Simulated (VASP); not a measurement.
## C: stress against strain

C (graphite, P6_3/mmc, 10.448 Å³/atom and stress up to 0.24 GPa in the relaxed cell, c along z) under an equal strain ε along x and y, with z held. PBE in VASP (plane waves, PAW), 600 eV, 24×24×8 Γ-centred mesh, Gaussian smearing 0.05 eV; ions are relaxed, or left where forces stay under 0.02 eV/Å, within the symmetry of each cell. Against the start cell, which lies near the measured one, the relaxed cell differs by 18.8 % in volume and 18.1 % in c; the values below rest on it. Stress is positive for a compressed cell.

Here s stands for strain and y for stress xx.

| strain (%) | stress xx (GPa) |
|---|---|
| -3.00 | ? |
| -1.50 | 16.62 |
| -1.00 | 10.73 |
| -0.50 | 5.11 |
| 0.00 | -0.24 |
| 0.50 | -5.35 |
| 1.00 | -10.21 |
| 1.50 | -14.84 |

**Question.** Using a straight line, estimate the missing y at s = -3.00 from the other rows, showing the fit.

**Answer.** Means: s 0, y 0.260. About the means, the sum of products is -73.360 and the sum of squares of s is 7.0000; the slope is their ratio. Least squares gives y = 0.260 - 10.4800·s. Residuals (row less fit): 0.640, -0.010, -0.390, -0.500, -0.370, 0.010, 0.620; standard error 0.516 (degrees of freedom: 5). The slope gives the elastic constants C11 + C12 = about 1000 GPa. At the withheld row, y = 0.260 - 10.4800 × (-3.0) = 31.700 GPa. The calculation gives 36.05 GPa, 4.350 GPa above the prediction (8.5 % of the range of y in the table). The row lies outside the fitted rows, so this is an extrapolation. From the scatter of the fitted rows alone, a prediction at this place has a standard error of 0.805 GPa, so the miss is 5.4 times that.

A polynomial of degree 2 through the 12 other runs of the series gives 35.82 there, so most of the miss is curvature that the fit leaves out. In a metal these values are sensitive to mesh and smearing; energies are taken to zero smearing, stresses follow the free energy. For C: without a dispersion term in the relaxation, distances and binding between the weakly bound layers, chains or molecules are unreliable, and so is what depends on them. Rows are the converged runs of the series near zero and its far end, less any whose ions stayed unrelaxed beside relaxed ones; series whose fitted rows scatter by over a few per cent of the range, as at a crossing or softening among them, aren't shown in this form. Most that stay on the fit to the last digits aren't either.
